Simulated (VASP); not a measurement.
The system is AsH3, in a box.

```xyz
4
Lattice="12.5572 0.0000 0.0000 0.0000 13.0572 0.0000 0.0000 0.0000 13.5572" Properties=species:S:1:pos:R:3 pbc="T T T"
As    6.5829    6.6227    6.1990
H     6.5761    5.3693    7.0902
H     6.8848    7.5139    7.4155
H     5.0708    6.8085    6.4093
```

Base run:

* Program: VASP 6.6.1
* Functional: RPBE
* Potentials or basis: VASP PAW PBE potentials, release 64 (As, H)
* Cutoff: 400 eV
* k mesh: 1 × 1 × 1
* Occupations: gaussian, width 0.01 eV
* Spin: no spin polarisation

Its results: gap between the frontier levels 5.88 eV; largest force 0.077 eV/Å.

The run is repeated on the same cell with these changes: functional from RPBE to PBE. What comes out?

Gap between the frontier levels 5.96 eV; largest force 0.015 eV/Å.

Caveats: the PAW data sets were made with another functional, which shifts forces and pressure a little (some runs).

A k mesh can miss the band edges.

Not every run made on this cell is shown here.
